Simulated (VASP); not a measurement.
**MnO (relaxed from the rock salt structure, space group Fm-3m): computed properties**

The numbers are results of PBE GGA, VASP's PBE PAW potentials (set 64) (plane waves; VASP 6.6.1), not measurements.

```
Quantity                                                               Value
----------------------------------  ----------------------------------------
space group                                                      Fm-3m (225)
cell                                a = b = c = 4.4423 Å, α = β = γ = 90.00°
volume per atom                                                10.96 Å³/atom
band gap (over mesh and band path)  none (metal, semimetal or under 0.01 eV)
cell moment                                                          4.78 μB
density                                                           5.37 g/cm³
```

```
CELL_PARAMETERS angstrom
      0.00000     2.22116     2.22116
      2.22116     0.00000     2.22116
      2.22116     2.22116     0.00000
ATOMIC_POSITIONS crystal
  Mn 0.00000 0.00000 0.00000
  O  0.50000 0.50000 0.50000
```
Starting moments (μB, in the order of the record's atoms Mn O): 4.3 0.2.

The moments were started parallel, and other spin orders were not tried in this run.

The structure was generated: MnO was put into the rock salt type (Fm-3m), which need not be its known phase. It was relaxed first. Symmetry was kept, so distortions that lower it aren't found.
